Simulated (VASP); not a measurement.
AlN (wurtzite), at 0.96 of the tabulated volume:

```xyz
4
Lattice="1.5340 -2.6569 0.0000 1.5340 2.6569 0.0000 0.0000 0.0000 4.9127" Properties=species:S:1:pos:R:3 pbc="T T T"
Al     1.5340    -0.8856     2.4563
Al     1.5340     0.8856     0.0000
N      1.5340    -0.8856     4.3330
N      1.5340     0.8856     1.8766
```

The highest filled band near Γ, direction c, from mBJ (TB09) with spin-orbit coupling in VASP (PAW); its two spin partners are averaged. The gap over the points computed is 5.74 eV, and the next band on that side lies 0.23 eV away at the edge.

Run with 520 eV cut-off, 9×9×5 Γ-centred mesh, Gaussian smearing of 0.050 eV, potentials Al N.

```csv
distance from the edge in k (1/Å),distance in energy (meV)
0.018,4.3
0.025,8.2
0.035,16.0
0.050,32.6
```

**Question.** Fit E(1 + αE) = ħ²k²/2m* (ħ²/2m0 = 3.810 eV Å²) and predict the row at 0.070 1/Å.

**Answer.** The rows don't resolve α, so a parabola serves: the hole mass is m* = 0.292 m0, and so 63.9 meV. The run gave 63.5 meV, -0.4 meV from the fit.

Left out are points under 3 meV from the edge, since the levels carry 0.1 meV, and points farther than half the way to the next band.

The compound is AlN in the wurtzite structure. The cell was not relaxed at this level.
